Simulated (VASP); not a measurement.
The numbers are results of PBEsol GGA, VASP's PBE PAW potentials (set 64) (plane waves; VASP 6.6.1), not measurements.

The input files of a VASP run:

KPOINTS:
```
Regular mesh
0
gamma
10 10 4
0 0 0
```

INCAR:
```
! general
SYSTEM   =  CuF
PREC     =  Accurate
ENCUT    =  620   ! plane-wave cut-off (eV)
LREAL    =  F   ! projection in real space or not
LASPH    =  T

! electronic loop
EDIFF    =  1E-6
NELM     =  100
ALGO     =  Normal   ! blocked Davidson
LMAXMIX  =  4

! smearing
ISMEAR   =  0   ! Gaussian
SIGMA    =  0.05   ! width (eV)

! functional
GGA      =  PS   ! PBEsol

! ions
IBRION   =  2
NSW      =  40   ! most ionic steps
ISIF     =  3   ! ions, shape and volume
EDIFFG   =  -0.02   ! ionic stop
PSTRESS  =  100   ! kbar

! output
LWAVE    =  F
LCHARG   =  F
```

POSCAR:
```
CuF
1
    2.6236553597     0.0000000000     0.0000000000
   -1.3118276798     2.2721523372     0.0000000000
   -0.0000000000    -0.0000000000     6.7423621912
Cu F
2 2
Direct
  0.3333330000   0.6666670000   0.0483187348
  0.6666670000   0.3333330000   0.5483187348
  0.3333330000   0.6666670000   0.3266812652
  0.6666670000   0.3333330000   0.8266812652
```

POTCAR, in this order: Cu F (PBE.64 set). Program: vasp_std.

The resulting files:

### OSZICAR
```
       N       E                     dE             d eps       ncg     rms          rms(c)
DAV:   1     0.377167649101E+03    0.37717E+03   -0.20319E+04  1912   0.304E+03
DAV:   2     0.326171944764E+02   -0.34455E+03   -0.32925E+03  1890   0.503E+02
DAV:   3    -0.167100326969E+02   -0.49327E+02   -0.47947E+02  2442   0.218E+02
DAV:   4    -0.181570113406E+02   -0.14470E+01   -0.14420E+01  2324   0.386E+01
DAV:   5    -0.181757843108E+02   -0.18773E-01   -0.18770E-01  2372   0.398E+00    0.109E+01
DAV:   6    -0.169458146658E+02    0.12300E+01   -0.19905E+01  2698   0.106E+02    0.751E+00
DAV:   7    -0.159083786490E+02    0.10374E+01   -0.46006E+00  2354   0.721E+01    0.201E+00
DAV:   8    -0.159140360585E+02   -0.56574E-02   -0.46003E-01  2726   0.627E+00    0.946E-01
DAV:   9    -0.158950085664E+02    0.19027E-01   -0.21951E-02  2510   0.310E+00    0.217E-01
DAV:  10    -0.158948483270E+02    0.16024E-03   -0.90242E-03  2892   0.166E+00    0.117E-01
DAV:  11    -0.158946599701E+02    0.18836E-03   -0.76691E-04  2962   0.591E-01    0.277E-02
DAV:  12    -0.158946668076E+02   -0.68375E-05   -0.16092E-04  2748   0.175E-01    0.104E-02
DAV:  13    -0.158946659762E+02    0.83149E-06   -0.52322E-06  2360   0.469E-02
   1 F= -.13385983E+02 E0= -.13385885E+02  d E =-.133860E+02
```

### OUTCAR
```
------------------------ aborting loop because EDIFF is reached ----------------------------------------
  FORCE on cell =-STRESS in cart. coord.  units (eV):
  Direction    XX          YY          ZZ          XY          YZ          ZX
  --------------------------------------------------------------------------------------
  Total        2.5619434      2.5619437      2.5440300      0.0000000      0.0000000      0.0000000
  in kB      102.1230543    102.1230673    101.4090015      0.0000000      0.0000000      0.0000000
  external PRESSURE =       1.8850411 kB  Pullay stress =     100.0000000 kB
  volume of cell :       40.19
      direct lattice vectors                 reciprocal lattice vectors
     2.623655360  0.000000000  0.000000000     0.381147622  0.220055668  0.000000000
    -1.311827680  2.272152337  0.000000000     0.000000000  0.440111336  0.000000000
     0.000000000  0.000000000  6.742362191     0.000000000  0.000000000  0.148315972
 POSITION                                       TOTAL-FORCE (eV/Angst)
 -----------------------------------------------------------------------------------
     -0.00000      1.51477      0.32578         0.000000     -0.000000      0.007067
      1.31183      0.75738      3.69696         0.000000     -0.000000      0.007067
     -0.00000      1.51477      2.20260        -0.000000      0.000000     -0.007067
      1.31183      0.75738      5.57378         0.000000     -0.000000     -0.007067
 -----------------------------------------------------------------------------------
    total drift:                               -0.002305      0.001330      0.000925
  FREE ENERGIE OF THE ION-ELECTRON SYSTEM (eV)
  ---------------------------------------------------
  free  energy   TOTEN  =       -15.8946659762 eV

  energy  without entropy=      -15.8944688839  energy(sigma->0) =      -15.89456743
  enthalpy is  TOTEN    =       -13.3859833182 eV   P V=        2.5086826580

 reached required accuracy - stopping structural energy minimisation
```
(Selected blocks of OUTCAR.)

The structure was generated: CuF was put into the wurtzite type (P6_3mc), which need not be its known phase. It was relaxed first under an external pressure of 10 GPa.
